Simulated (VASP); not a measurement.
Data:

```
CELL_PARAMETERS angstrom
      2.95793     0.00000     0.00000
      0.00000     2.95793     0.00000
      0.00000     0.00000     2.95793
ATOMIC_POSITIONS crystal
  Ga 0.50000 0.50000 0.50000
  Co 0.00000 0.00000 0.00000
```

The numbers are results of revPBE GGA, VASP's PBE PAW potentials (set 64) (plane waves; VASP), not measurements. Numerical set-up: 520 eV cut-off, 13×13×13 Γ-centred mesh, first-order Methfessel-Paxton smearing of 0.10 eV, potentials Ga_d Co.

Question: What does the run give for the energy per atom (σ→0), pressure, band gap (on the k-mesh) with the smallest direct gap where there is one?

Answer: 
The band gap (on the k-mesh) is none (metal, semimetal or under 0.01 eV) and the energy per atom (σ→0) is -4.837 eV/atom. The pressure is -8.41 GPa.

The compound is CoGa in the CsCl type structure. This cell is one point of a volume scan, at 1.06 of the reference volume. The run is not spin-polarised, so no magnetic state was tried.
